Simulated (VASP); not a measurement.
```yaml
crystal:
  lattice:
    - [0.00000, 2.88090, 2.88090]
    - [2.88090, 0.00000, 2.88090]
    - [2.88090, 2.88090, 0.00000]
  atoms:
    - { symbol: Te, position: [0.50000, 0.50000, 0.50000] }
    - { symbol: Pb, position: [0.00000, 0.00000, 0.00000] }
```

Level of theory: LDA (Ceperley-Alder, Perdew-Zunger), VASP's LDA PAW potentials (set 64) (plane waves; VASP 6.6.1). Settings: 500 eV cut-off, 8×8×8 Γ-centred mesh, Gaussian smearing of 0.050 eV, potentials Te Pb_d.

Unless said otherwise, spin-orbit coupling is left out, though it shifts the bands of the heavy elements here.

Q: What does the run give for the energy per atom (σ→0), pressure, band gap (on the k-mesh) with the smallest direct gap where there is one?

A: 
```yaml
band gap (on the k-mesh): 0.27 eV
smallest direct gap (on the k-mesh): 0.27 eV
energy per atom (σ→0): -3.777 eV/atom
pressure: 299.0 kbar
```

Total energies compare only between runs with the same potentials, cut-off and functional.

The compound is PbTe in the rock salt structure. It was relaxed first under an external pressure of 30 GPa.
